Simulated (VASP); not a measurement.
Input of a VASP 6.6.1 run:

The input INCAR:

```
SYSTEM = K2Sr
PREC = Accurate ; ENCUT = 520
EDIFF = 1E-6 ; ISMEAR = -1
SIGMA = 0.05 ; LREAL = .False.
LASPH = .True. ; NELM = 100
ALGO = Fast ; ISIF = 2
LWAVE = .False. ; LCHARG = .True.
GGA = PE ; LELF = .True.
LVHAR = .True. ; NBANDS = 37
```

The input KPOINTS:

```
regular mesh
0
Gamma
  2 3 2
  0 0 0
```

Contents of POSCAR:

```
K2Sr
1.0
    7.0730880000     -0.9784810000     -1.9892180000
    0.9475510000      6.2775490000     -2.2200130000
    0.3986110000     -0.4322420000      7.6106510000
K Sr
4 2
Direct
    0.9031850634      0.5800242658      0.0179397789
    0.8545990875      0.3863883478      0.4345107985
    0.1285899921      0.9237650696      0.5747813151
    0.6698409986      0.9735373985      0.7559007044
    0.3949631038      0.4293213571      0.6235209983
    0.4278348204      0.6301776674      0.1682898532
```

Potentials or basis: VASP PAW PBE potentials, release 64 (K_sv, Sr_sv).

Launch:

```console
$ cat potpaw_PBE.64/K_sv/POTCAR potpaw_PBE.64/Sr_sv/POTCAR > POTCAR
$ mpirun -np 1 vasp_std > vasp.out
```

Problem. Predict the largest force.

Solution. 0.453 eV/Å.

Problem. What does it give for the pressure?

Solution. 2.1 GPa.

Forces in eV/Å, atoms in the order of the input:
```
K    0.139 -0.035 -0.159
K   -0.067 -0.396 -0.173
K   -0.142  0.291  0.308
K    0.159  0.091  0.317
Sr  -0.128 -0.235 -0.366
Sr   0.038  0.284  0.073
```

Caveat: the k mesh is coarse (spacing up to 0.45 Å⁻¹), so the values aren't converged.
